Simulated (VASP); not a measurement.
A VASP calculation is set up with these files.

### KPOINTS
```
kpoints
0
G
  4 4 4
0 0 0
```

**POSCAR**
```
NaSrCl3
1
    5.4218160000     0.0000000000     0.0000000000
    0.0000000000     5.4218160000     0.0000000000
    0.0000000000     0.0000000000     5.4218160000
Na Sr Cl
1 1 3
Direct
  0.0000000000   0.0000000000   0.0000000000
  0.5000000000   0.5000000000   0.5000000000
  0.0000000000   0.5000000000   0.5000000000
  0.5000000000   0.5000000000   0.0000000000
  0.5000000000   0.0000000000   0.5000000000
```

**INCAR**
```
SYSTEM = NaSrCl3
PREC = Accurate
ENCUT = 400
EDIFF = 1E-6
NELM = 100
ALGO = Normal
LREAL = .FALSE.
LASPH = .TRUE.
ISMEAR = 0
SIGMA = 0.05
GGA = PE
LMAXMIX = 4
LWAVE = .FALSE.
LCHARG = .FALSE.
ISIF = 2
ISYM = 1
```

POTCAR, in this order: Na_pv Sr_sv Cl (PBE.64 set). Program: vasp_std.

### Question
Write an equivalent input for Ansatz.

### Answer
One equivalent input (not run):
Ansatz 0.2 input:
```yaml
crystal:
  lattice:
    - [5.4218160, 0.0000000, 0.0000000]
    - [0.0000000, 5.4218160, 0.0000000]
    - [0.0000000, 0.0000000, 5.4218160]
  atoms:
    - { symbol: Na, position: [0.0000000, 0.0000000, 0.0000000] }
    - { symbol: Sr, position: [0.5000000, 0.5000000, 0.5000000] }
    - { symbol: Cl, position: [0.0000000, 0.5000000, 0.5000000] }
    - { symbol: Cl, position: [0.5000000, 0.5000000, 0.0000000] }
    - { symbol: Cl, position: [0.5000000, 0.0000000, 0.5000000] }
kpoints:
  mp_grid: { grid: [4, 4, 4] }
hamiltonian:
  xc: pbe
  pseudopotentials: { kind: paw }
scf:
  occupations: { method: gaussian, width: 0.05 }
  max_iter: 100
output: { forces: true, stress: true, eigenvalues: true }
```
Limits of the translation: each code has its own PAW files, so the cut-off isn't converted (ENCUT is set for VASP's; basis.ecutwfc is left out, and Ansatz then takes the one that its files recommend); Ansatz stops its SCF on the density residual and VASP on the energy change (EDIFF).

The structure was generated: NaSrCl3 was put into the cubic-perovskite type (Pm-3m), which need not be its known phase. The cell was not relaxed at this level. The run is one of a series of settings (ISYM = 1 against the base run), some of them coarse on purpose.
